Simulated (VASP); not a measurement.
Calculation: vdW-DF-cx, VASP's PBE PAW potentials (set 64) (plane waves; VASP).

Input for VASP

**KPOINTS**
```
k-points along high-symmetry lines
15
Line-mode
Reciprocal
  0.000000   0.000000   0.000000 ! GAMMA
  0.500000   0.000000   0.500000 ! X

  0.500000   0.000000   0.500000 ! X
  0.625000   0.250000   0.625000 ! U

  0.375000   0.375000   0.750000 ! K
  0.000000   0.000000   0.000000 ! GAMMA

  0.000000   0.000000   0.000000 ! GAMMA
  0.500000   0.500000   0.500000 ! L

  0.500000   0.500000   0.500000 ! L
  0.500000   0.250000   0.750000 ! W

  0.500000   0.250000   0.750000 ! W
  0.500000   0.000000   0.500000 ! X
```

INCAR:
```
! general
SYSTEM   = PbS
PREC     = Accurate
ENCUT    = 520
LREAL    = .FALSE.   ! projection in real space or not
LASPH    = .TRUE.   ! aspherical one-centre terms
ICHARG   = 11   ! fixed density

! electronic loop
EDIFF    = 1E-7
NELM     = 100   ! most electronic steps
ALGO     = Normal
LMAXMIX  = 4

! smearing
ISMEAR   = 0   ! Gaussian
SIGMA    = 0.05

! functional
GGA      = CX
LUSE_VDW = .TRUE.
AGGAC    = 0.0

! output
LWAVE    = .FALSE.
LCHARG   = .FALSE.
LORBIT   = 11   ! lm-projected
```

**POSCAR**
```
PbS
1
    0.0000000000     2.9590222222     2.9590222222
    2.9590222222     0.0000000000     2.9590222222
    2.9590222222     2.9590222222    -0.0000000000
Pb S
1 1
Direct
  0.0000000000   0.0000000000   0.0000000000
  0.5000000000   0.5000000000   0.5000000000
```

POTCAR, in this order: Pb_d S (PBE.64 set). Program: vasp_std. Read from the step before: CHGCAR.

The run wrote:

**OSZICAR**
```
       N       E                     dE             d eps       ncg     rms          rms(c)
DAV:   1     0.164483342725E+03    0.16448E+03   -0.99164E+03  2526   0.151E+03
DAV:   2     0.789185029057E+01   -0.15659E+03   -0.15308E+03  2712   0.363E+02
DAV:   3    -0.466239944296E+01   -0.12554E+02   -0.12246E+02  3372   0.105E+02
DAV:   4    -0.498273299811E+01   -0.32033E+00   -0.32018E+00  2784   0.194E+01
DAV:   5    -0.499457483790E+01   -0.11842E-01   -0.11842E-01  3598   0.371E+00
DAV:   6    -0.499504531092E+01   -0.47047E-03   -0.47047E-03  3296   0.613E-01
DAV:   7    -0.499505160546E+01   -0.62945E-05   -0.62939E-05  3694   0.630E-02
DAV:   8    -0.499505166568E+01   -0.60220E-07   -0.60027E-07  2964   0.708E-03
   1 F= -.49950517E+01 E0= -.49950516E+01  d E =-.144107E-06
```

### OUTCAR
```
 val. band max:        5.7972809346   @ k =   0.5000   0.5000   0.5000

 cond. band min:       6.0984636993   @ k =   0.5000   0.5000   0.5000



 k-point     1 :       0.0000    0.0000    0.0000
  band No.  band energies     occupation
      1     -10.9735      2.00000
      2     -10.9735      2.00000
      3     -10.9735      2.00000
      4     -10.9576      2.00000
      5     -10.9576      2.00000
      6      -7.8394      2.00000
      7      -0.2584      2.00000
      8       3.6108      2.00000
      9       3.6108      2.00000
     10       3.6108      2.00000
     11      10.9619      0.00000
     12      10.9619      0.00000
     13      10.9619      0.00000
     14      12.4938      0.00000

 k-point     2 :       0.0357    0.0000    0.0357
  band No.  band energies     occupation
      1     -10.9738      2.00000
      2     -10.9727      2.00000
      3     -10.9727      2.00000
      4     -10.9585      2.00000
      5     -10.9573      2.00000
      6      -7.8243      2.00000
      7      -0.3133      2.00000
      8       3.5933      2.00000
      9       3.5933      2.00000
     10       3.6965      2.00000
     11      10.6645      0.00000
     12      10.9072      0.00000
     13      10.9072      0.00000
     14      12.3669      0.00000

 k-point     3 :       0.0714    0.0000    0.0714
  band No.  band energies     occupation
      1     -10.9748      2.00000
      2     -10.9705      2.00000
      3     -10.9705      2.00000
      4     -10.9615      2.00000
      5     -10.9562      2.00000
      6      -7.7791      2.00000
      7      -0.4612      2.00000
      8       3.5418      2.00000
      9       3.5418      2.00000
     10       3.9307      2.00000
     11       9.9791      0.00000
     12      10.7889      0.00000
     13      10.7889      0.00000
     14      12.0735      0.00000

 k-point     4 :       0.1071    0.0000    0.1071
  band No.  band energies     occupation
      1     -10.9765      2.00000
...
```

The density is held fixed in this step, so its total energy and stress have no physical meaning. Unless said otherwise, spin-orbit coupling is left out, though it shifts the bands of the heavy elements here.

The compound is PbS in the rock salt structure. It was relaxed first.
